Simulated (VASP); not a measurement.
Output of a VASP run:

**OSZICAR**
```
       N       E                     dE             d eps       ncg     rms          rms(c)
DAV:   1     0.726268722273E+00    0.72627E+00   -0.49977E+03  1400   0.986E+02
DAV:   2    -0.176337735896E+02   -0.18360E+02   -0.17582E+02  2040   0.112E+02
DAV:   3    -0.177629867258E+02   -0.12921E+00   -0.12921E+00  1472   0.121E+01
DAV:   4    -0.177631878058E+02   -0.20108E-03   -0.20108E-03  1896   0.490E-01
DAV:   5    -0.177631878712E+02   -0.65418E-07   -0.65418E-07  1416   0.618E-03    0.556E+00
DAV:   6    -0.173628119884E+02    0.40038E+00   -0.29741E-01  1400   0.437E+00    0.338E+00
DAV:   7    -0.172322990837E+02    0.13051E+00   -0.33216E-01  1624   0.482E+00    0.722E-01
DAV:   8    -0.172346915318E+02   -0.23924E-02   -0.29684E-03  1448   0.597E-01    0.618E-02
DAV:   9    -0.172347487079E+02   -0.57176E-04   -0.29526E-04  1944   0.153E-01    0.326E-02
DAV:  10    -0.172347731823E+02   -0.24474E-04   -0.36267E-05  1352   0.702E-02    0.601E-03
DAV:  11    -0.172347730532E+02    0.12918E-06   -0.20521E-07  1936   0.512E-03    0.166E-03
DAV:  12    -0.172347730566E+02   -0.34398E-08   -0.80824E-08  1344   0.351E-03
   1 F= -.17234773E+02 E0= -.17234773E+02  d E =-.318385E-12
```

OUTCAR:
```
------------------------ aborting loop because EDIFF is reached ----------------------------------------
  FORCE on cell =-STRESS in cart. coord.  units (eV):
  Direction    XX          YY          ZZ          XY          YZ          ZX
  --------------------------------------------------------------------------------------
  Total       -0.0057804     -0.0057804     -0.0057804      0.0000000      0.0000000      0.0000000
  in kB       -0.8005146     -0.8005146     -0.8005146      0.0000000      0.0000000      0.0000000
  external PRESSURE =      -0.8005146 kB  Pullay stress =       0.0000000 kB
  volume of cell :       11.57
      direct lattice vectors                 reciprocal lattice vectors
     0.000000000  1.795105340  1.795105340    -0.278535186  0.278535186  0.278535186
     1.795105340  0.000000000  1.795105340     0.278535186 -0.278535186  0.278535186
     1.795105340  1.795105340  0.000000000     0.278535186  0.278535186 -0.278535186
 POSITION                                       TOTAL-FORCE (eV/Angst)
 -----------------------------------------------------------------------------------
      0.00000      0.00000      0.00000         0.000000      0.000000      0.000000
      0.89755      0.89755      0.89755        -0.000000     -0.000000     -0.000000
 -----------------------------------------------------------------------------------
    total drift:                                0.000000      0.000000      0.000000
  FREE ENERGIE OF THE ION-ELECTRON SYSTEM (eV)
  ---------------------------------------------------
  free  energy   TOTEN  =       -17.2347730566 eV

  energy  without entropy=      -17.2347730566  energy(sigma->0) =      -17.23477306
```
(Selected blocks of OUTCAR.)

### POSCAR
```
C
1
    0.0000000000     1.7951053403     1.7951053403
    1.7951053403     0.0000000000     1.7951053403
    1.7951053403     1.7951053403     0.0000000000
C
2
Direct
  0.0000000000   0.0000000000   0.0000000000
  0.2500000000   0.2500000000   0.2500000000
```

### Question
Write an INCAR and KPOINTS that could have produced this output.

### Answer
Several could match; the one computed here: the input of the run itself, RPBE GGA, plane waves, VASP's PBE PAW potentials (set 64).

### KPOINTS
```
kpoints
0
Gamma
13 13 13
0 0 0
```

**INCAR**
```
! general
SYSTEM  =  C
PREC    =  Accurate
ENCUT   =  520   ! plane-wave cut-off (eV)
LREAL   =  .FALSE.
LASPH   =  .TRUE.

! electronic loop
EDIFF   =  1E-7
NELM    =  100
ALGO    =  Normal   ! blocked Davidson

! smearing
ISMEAR  =  0   ! Gaussian
SIGMA   =  0.05

! functional
GGA     =  RP

! ions
ISIF    =  2   ! forces and stress, cell fixed

! output
LWAVE   =  .FALSE.
LCHARG  =  .FALSE.
```

POTCAR, in this order: C (PBE.64 set). Program: vasp_std.

The compound is C in the diamond structure. It was relaxed first.
